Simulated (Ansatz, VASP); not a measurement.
## AlHNF (F-AlN-H chair, 1 layer) in two plane-wave programs

One calculation is typed for both programs; each brings its own data sets. How far apart do they land? Of the first pair: The structure shown is the start of the Ansatz relaxation below; VASP solves that cell, so the two are compared at the walk's first step.

Calculated with Ansatz 0.2.0; plane waves, with VASP 6.6.1 beside it; single point at PBE.

### Step 1. The starting structure

The cell holds 4 atoms: 1 H, 1 N, 1 Al and 1 F. Its edges and angles: a = 3.168 Å, b = 3.168 Å, c = 25.440 Å, α = 90.0°, β = 90.0°, γ = 120.0°. Vacuum lies along c.

### Step 2. Ansatz: relaxation, PBE

Ansatz runs on its default PAW (the set named soft_2) files.

The two programs are compared at the cell with which this relaxation starts, whose forces are those of its first step.

The input, input.yaml:

```yaml
crystal:
  lattice:
    - [3.168, 0.0, 0.0]
    - [-1.584, 2.7435684792, 0.0]
    - [0.0, 0.0, 25.44]
  atoms:
    - { symbol: H, position: [0.6666666667, 0.3333333333, 0.4323899371] }
    - { symbol: "N", position: [0.6666666667, 0.3333333333, 0.4724842767] }
    - { symbol: Al, position: [0.3333333333, 0.6666666667, 0.4976415094] }
    - { symbol: F, position: [0.3333333333, 0.6666666667, 0.5676100629] }
kpoints:
  mp_grid: { grid: [12, 12, 1] }
hamiltonian:
  xc: pbe
scf:
  occupations: { method: fermi_dirac, width: 0.05 }
  convergence: { dr2_threshold: 1.0e-08 }
efield:
  axis: 3
  dipole_correction: true
  ramp_position: 0.97
  ramp_width: 0.04
relax:
  f_tol: 0.01
  cell: { fix: [c, alpha, beta] }
output:
  write_potential: true
  write_density: true
  volumetric_format: npy
```

Command:

```console
ansatz run input.yaml --threads 4 --pin off --max-ram 8192MiB --backend cpu --events-out ev --progress --plain --runs-dir out
```

Numbers of over 12 decimals in the logs are rounded to 6 here.

Log:

```text
Warning: relax.cell: scf.convergence.dr2_threshold = 1e-8 eV is looser than the 4e-10 eV advised for a relaxation that steers and ends on the stress (1e-10 eV for each atom of the cell: 4). What an SCF threshold leaves in a stress goes as its square root, and in the free energy as the threshold itself, and one threshold admits the most on a small cell: [figures from the program's tests cut] Set scf.convergence.dr2_threshold to 4e-10 eV or tighter. The threshold is an SCF's pass mark: one that does not reach it within its budget of iterations ends unconverged, or closes short of it on a stop that the run arms, and scf.convergence.dr2_threshold's page says what that costs each kind of run
Engine: ansatz 0.2.0, aarch64-unknown-linux-gnu
Pseudopotentials: kind: paw
Pseudopotential: H, paw, valence charge 1, recommended cutoff 420 eV (normal), H.paw.azcp
Pseudopotential: N, paw, valence charge 5, recommended cutoff 420 eV (normal), N.paw.azcp
Pseudopotential: Al, paw, valence charge 3, recommended cutoff 420 eV (normal), Al.paw.azcp
Pseudopotential: F, paw, valence charge 7, recommended cutoff 420 eV (normal), F.paw.azcp
Functional definition: PBE
  parameter kappa = 0.804
  parameter beta = 0.066725
  exchange = pbe_x(kappa = kappa, mu = beta*pi^2/3)
  correlation = pbe_c(beta = beta)
Crystal: 4 atoms, lattice volume = 221.115 Å³
Basis set: ecut = 420 eV, 4309 PW (Γ), exchange–correlation on 48×48×360 points (8 copies of the dense FFT grid, shifted against one another)
Bands: 12, of which v1, the nominal top of the filled ones, is band 8 counted from 1 (7 counted from 0)
Symmetry: 6 space group operations
Space group: P3m1 (ITA 156), of the structure as read, at distance tolerance 6.0e-5 Å
k-points: 19 of 144 (time reversal used)
Non-local potential: H, projectors of the file, l = 0: 2, l = 1: 1
Non-local potential: N, projectors of the file, l = 0: 2, l = 1: 2, l = 2: 1
Non-local potential: Al, projectors of the file, l = 0: 2, l = 1: 2, l = 2: 1
Non-local potential: F, projectors of the file, l = 0: 2, l = 1: 2, l = 2: 1
PAW form: soft (Blöchl's): semilocal exchange-correlation on the pseudo side does not see the compensation charge
PAW one-centre angular grid: H, 110 points (default); XC on 64 Gauss nodes
PAW one-centre angular grid: N, 110 points (default); XC on 64 Gauss nodes
PAW one-centre angular grid: Al, 110 points (default); XC on 64 Gauss nodes
PAW one-centre angular grid: F, 110 points (default); XC on 64 Gauss nodes
Initial density: superposition of atomic densities (neutral atoms: chi_scale 0, normalization atom), corrected by the library's trained network
Initial wavefunctions: pseudopotential atomic-orbital guess
Functional: x = pbe(κ = 0.804, μ = 0.219515), c = pbe(β = 0.066725)
SCF iter   1: F=—  HF=-1748.918173 eV  |F-HF|=—  |Δ(HF+E_count)|=         —  Δρ=1.72e-3  dr2=1.55e-2  ethr=1.77e-3  p=-0.368 e·Å  D=-3.01e-1 V/Å  ΔV_dip=7.65 eV  dr2_dipole=3.20e-3  V_vac-E_F(+/−)=10.02/2.37 eV  ⟨swp⟩=8.8  Hψ=1915  notcnv=0
efield: sawtooth ramp at fractional position 0.9700 (set: `efield.ramp_position`, or a place that a band, a saddle search or an elastic batch's reference lends), width 0.0400; the density the first Hamiltonian is built on has a dipole p = -0.368 e·Å; the dipole correction subtracts the counter field D = -3.01e-1 V/Å, which shifts the + side's vacuum level by +7.65 eV against the − side's; the planar-averaged density in the ramp window peaks in size at 1.8e-6 e/Å³
preconditioner: auto → none  [insulator: Δε(μ)=2.082 eV  Ē_g=12.337 eV  σ=0.050 eV  W_gap=1.00  n_scr=14 (ndim 8)  ℏωp=10.0 eV  f_vac=0.758  D(μ)=0.00/eV (n_scr^D=0)  ε∞_Penn≈1.7]
SCF iter   2: F=—  HF=-1748.920673 eV  |F-HF|=—  |Δ(HF+E_count)|=   2.50e-3  Δρ=2.41e-3  dr2=1.52e-2  ethr=9.70e-5  p=-0.412 e·Å  D=-3.37e-1 V/Å  ΔV_dip=8.57 eV  dr2_dipole=8.25e-4  V_vac-E_F(+/−)=10.37/1.80 eV  ⟨swp⟩=3.2  Hψ=613  notcnv=0
SCF iter   3: F=—  HF=-1748.918105 eV  |F-HF|=—  |Δ(HF+E_count)|=   2.57e-3  Δρ=6.85e-4  dr2=1.26e-3  ethr=9.50e-5  p=-0.398 e·Å  D=-3.25e-1 V/Å  ΔV_dip=8.28 eV  dr2_dipole=1.32e-4  V_vac-E_F(+/−)=10.25/1.97 eV  ⟨swp⟩=2.5  Hψ=420  notcnv=0
SCF iter   4: F=—  HF=-1748.918710 eV  |F-HF|=—  |Δ(HF+E_count)|=   6.05e-4  Δρ=2.40e-4  dr2=1.46e-4  ethr=7.85e-6  p=-0.405 e·Å  D=-3.31e-1 V/Å  ΔV_dip=8.43 eV  dr2_dipole=9.11e-6  V_vac-E_F(+/−)=10.29/1.86 eV  ⟨swp⟩=2.5  Hψ=558  notcnv=0
SCF iter   5: F=—  HF=-1748.918832 eV  |F-HF|=—  |Δ(HF+E_count)|=   1.23e-4  Δρ=6.55e-5  dr2=7.44e-6  ethr=9.14e-7  p=-0.408 e·Å  D=-3.34e-1 V/Å  ΔV_dip=8.49 eV  dr2_dipole=2.53e-8  V_vac-E_F(+/−)=10.32/1.83 eV  ⟨swp⟩=2.2  Hψ=427  notcnv=0
[...]
preconditioner: auto → none  [insulator: Δε(μ)=3.076 eV  Ē_g=12.704 eV  σ=0.050 eV  W_gap=1.00  n_scr=14 (ndim 8)  ℏωp=10.0 eV  f_vac=0.771  D(μ)=0.00/eV (n_scr^D=0)  ε∞_Penn≈1.6]
SCF iter   2: F=—  HF=-1749.196902 eV  |F-HF|=—  |Δ(HF+E_count)|=   3.86e-4  Δρ=2.40e-5  dr2=2.20e-6  ethr=3.76e-8  p=-0.350 e·Å  D=-2.87e-1 V/Å  ΔV_dip=7.30 eV  dr2_dipole=2.87e-7  V_vac-E_F(+/−)=9.80/2.50 eV  ⟨swp⟩=2.8  Hψ=412  notcnv=0
SCF iter   3: F=—  HF=-1749.196901 eV  |F-HF|=—  |Δ(HF+E_count)|=   5.75e-7  Δρ=1.30e-5  dr2=1.77e-7  ethr=1.38e-8  p=-0.350 e·Å  D=-2.87e-1 V/Å  ΔV_dip=7.30 eV  dr2_dipole=2.85e-9  V_vac-E_F(+/−)=9.80/2.50 eV  ⟨swp⟩=2.2  Hψ=338  notcnv=0
SCF iter   4: F=—  HF=-1749.196901 eV  |F-HF|=—  |Δ(HF+E_count)|=   1.83e-8  Δρ=7.18e-6  dr2=6.52e-8  ethr=1.10e-9  p=-0.350 e·Å  D=-2.87e-1 V/Å  ΔV_dip=7.30 eV  dr2_dipole=8.56e-10  V_vac-E_F(+/−)=9.80/2.50 eV  ⟨swp⟩=2.1  Hψ=381  notcnv=0
SCF iter   5: F=-1749.196901 eV  HF=-1749.196901 eV  |F-HF|=5.66e-10  |Δ(HF+E_count)|=   8.90e-9  Δρ=1.23e-6  dr2=1.30e-9  ethr=6.25e-11  p=-0.350 e·Å  D=-2.87e-1 V/Å  ΔV_dip=7.30 eV  dr2_dipole=1.58e-13  V_vac-E_F(+/−)=9.80/2.50 eV  ⟨swp⟩=8.0  Hψ=1639  notcnv=0
SCF 6 converged in 5 iterations: F = -1749.196901 eV  dr2 = 1.30e-9
relax step   6: F+E_penalty+E_count = -1749.19690135 eV  Δ(F+E_penalty+E_count) = -6.533e-5 eV  max|allowed force component| = 1.872e-3 eV/Å  Δτ_max = 0.0004 Å  P = +0.002 GPa  Ω = 220.853 Å³  energy of the carried Pulay correction = +1.921e-4 eV  fix = [c, alpha, beta]  reactions: c +0.015 GPa  (5 SCF iters, accepted)
Initial wavefunctions: pseudopotential atomic-orbital guess (no wavefunctions were taken with the density)
iter 1 solved again at ethr=2.16e-7 eV; its pass at ethr=3.10e-3 eV (dr2=3.45e-5 eV) is discarded
SCF iter   1: F=—  HF=-1749.196315 eV  |F-HF|=—  |Δ(HF+E_count)|=         —  Δρ=7.94e-6  dr2=3.79e-8  ethr=2.16e-7  p=-0.350 e·Å  D=-2.87e-1 V/Å  ΔV_dip=7.30 eV  dr2_dipole=3.50e-10  V_vac-E_F(+/−)=9.80/2.50 eV  ⟨swp⟩=3.8  Hψ=2658  notcnv=0
efield: sawtooth ramp at fractional position 0.9700 (set: `efield.ramp_position`, or a place that a band, a saddle search or an elastic batch's reference lends), width 0.0400; the density the first Hamiltonian is built on has a dipole p = -0.350 e·Å; the dipole correction subtracts the counter field D = -2.87e-1 V/Å, which shifts the + side's vacuum level by +7.30 eV against the − side's; the planar-averaged density in the ramp window peaks in size at 1.4e-6 e/Å³
preconditioner: auto → none  [insulator: Δε(μ)=3.071 eV  Ē_g=12.697 eV  σ=0.050 eV  W_gap=1.00  n_scr=14 (ndim 8)  ℏωp=10.0 eV  f_vac=0.771  D(μ)=0.00/eV (n_scr^D=0)  ε∞_Penn≈1.6]
SCF iter   2: F=—  HF=-1749.196674 eV  |F-HF|=—  |Δ(HF+E_count)|=   3.58e-4  Δρ=5.15e-6  dr2=4.62e-8  ethr=2.37e-10  p=-0.350 e·Å  D=-2.87e-1 V/Å  ΔV_dip=7.30 eV  dr2_dipole=1.80e-9  V_vac-E_F(+/−)=9.80/2.50 eV  ⟨swp⟩=3.5  Hψ=577  notcnv=0
SCF iter   3: F=-1749.196674 eV  HF=-1749.196674 eV  |F-HF|=2.21e-9  |Δ(HF+E_count)|=   8.46e-9  Δρ=2.40e-6  dr2=2.87e-9  ethr=6.25e-11  p=-0.350 e·Å  D=-2.87e-1 V/Å  ΔV_dip=7.30 eV  dr2_dipole=1.92e-12  V_vac-E_F(+/−)=9.80/2.50 eV  ⟨swp⟩=10.7  Hψ=1926  notcnv=0
SCF 7 converged in 3 iterations: F = -1749.196674 eV  dr2 = 2.87e-9
relax step   7: F+E_penalty+E_count = -1749.19667356 eV  Δ(F+E_penalty+E_count) = +2.278e-4 eV  max|allowed force component| = 1.913e-3 eV/Å  Δτ_max = 0.0000 Å  P = -0.004 GPa  Ω = 220.853 Å³  fix = [c, alpha, beta]  reactions: c -0.004 GPa  stress off target by 4.38e-3 GPa on what of the cell is left free  SCF on the basis re-selected at this cell (its energy is not comparable with the rows above)  (3 SCF iters)
basis re-selected at this cell: Δ(F+E_penalty+E_count) = +2.278e-4 eV, ΔP = -0.006 GPa vs the last step (what re-selecting the basis moved, of the pressure what is left beyond the Pulay correction that the steps carried, after the strain that the cell walked since its last selection, with what the two solves' SCF thresholds leave and, on support functions, any second-order correction that the steps lacked; it is no m [...]
WARN: The input density's exchange-correlation potential varies sharply where the density is thin. Do not read a vacuum level from v_tot or v_xc, or from such a field of the output density. On a cell that repeats whose density bears no net charge and no dipole along the vacuum's axis use v_es (v_loc + v_h of the components); under efield.dipole_correction with no amplitude use v_es + v_field, which holds any external [...]
SCF converged after 3 iterations
Free energy (F): -1749.196674 eV
Harris-Foulkes:  -1749.196674 eV  (|F-HF|=2.21e-9)
Internal energy: -1749.196674 eV  (E = F + TS)
E sigma→0 (E₀):  -1749.196674 eV
Fermi energy:    -4.246132 eV
Dipole field:    D = -0.286912 V/Å  (p = -0.350179 e·Å, saw-weighted, corrected)
Work function:   Φ+ = 9.8004 eV   Φ− = 2.5013 eV
Levels:          The Fermi level and band energies are counted from a zero that moves with the ramp; work functions are not
--- Per-component energies (eV) ---
  E_band       = -185.775993
  E_kinetic    = 377.960174
  E_local      = -8829.146552  (includes V_loc(G=0)·N_el)
  E_nonlocal   = 130.251784
  E_hartree    = 4221.042898
  E_xc         = -189.299531
  E_vxc        = -219.962697  (∫ρ·V_xc dr)
  E_paw        = -796.225748  (= ΣΔE_a)
  E_vpaw       = -90.030608  (= ΣTr[D̂ρ^β])
  E_aug_tail   = 0.000861  (compensation charges beyond the density's cutoff)
  E_efield     = 0.050235  (sawtooth field / dipole correction)
  E_vefield    = 3.064914  (∫n·V_field dr)
  E_ewald      = 3336.169205
  E_smearing   = -0.000000  (= −TS)
  E_closure    = 0.000000  (closes the sum)
  Σ components = -1749.196674   (vs F -1749.196674, Δ=0.00e0)
--- Forces (eV/Å), atoms counted from 1 ---
  atom   1  H     -0.00000000    -0.00000000     0.00116108
  atom   2  N      0.00000000     0.00000000     0.00038316
  atom   3  Al    -0.00000000    -0.00000000     0.00031115
  atom   4  F      0.00000000     0.00000000    -0.00193159
  max |Σ_I F_I| component: 7.62e-5 eV/Å
--- Stress (GPa, compression-positive) ---
       -0.004378       0.000000      -0.000000
        0.000000      -0.004378      -0.000000
       -0.000000      -0.000000      -0.004353
  P = ⅓ Tr σ = -0.0044 GPa (-0.044 kbar)
--- Band table (eV; the first three rows and the last of 19) ---
  k-point 0: bands = [... 4 lower, -6.3140, -6.3140, -5.8502, -5.8502, -2.7795, -1.4570, -0.6282, 0.3464]
  k-point 1: bands = [... 4 lower, -6.6165, -6.3849, -5.9668, -5.8562, -2.6018, -1.3057, -0.4396, 0.5647]
  k-point 2: bands = [... 4 lower, -7.1777, -6.5621, -6.2038, -5.8811, -2.1584, -0.8751, 0.0434, 1.1173]
  k-point 18: bands = [... 4 lower, -9.1490, -7.2739, -6.6391, -6.5670, 2.4377, 2.4863, 2.4864, 3.5114]
--- Relaxed structure (6 steps of the walk, 6 accepted, 1 SCFs on fresh bases) ---
  F+E_penalty+E_count = -1749.19667356 eV   max|allowed force component| = 1.913e-3 eV/Å   (the final SCF, on the basis selected at the relaxed cell)
  cell:  # Å, volume = 220.8527 Å³
    - [3.166121, 0.0, 0]
    - [-1.583060, 2.741941, 0]
    - [0, 0, 25.44]
  atoms:
    - { symbol: H, position: [0.666667, 0.333333, 0.433239] }
    - { symbol: N, position: [0.666667, 0.333333, 0.473633] }
    - { symbol: Al, position: [0.333333, 0.666667, 0.499510] }
    - { symbol: F, position: [0.333333, 0.666667, 0.563744] }
```

(Part 1 of 2 ends here.)

[Lines on the potential files, build, host, timing and source positions are cut from VASP's logs without a mark.]

[Logs are printed without paths, hosts, clocks, repeated set-up lines and the standing remarks that a program may print on its own settings, such as how far it seeks lower states.]

[Hosts, paths, dates, database ids (printed as entryN), source tags and the programs' standing remarks are cut or masked in the printed files.]
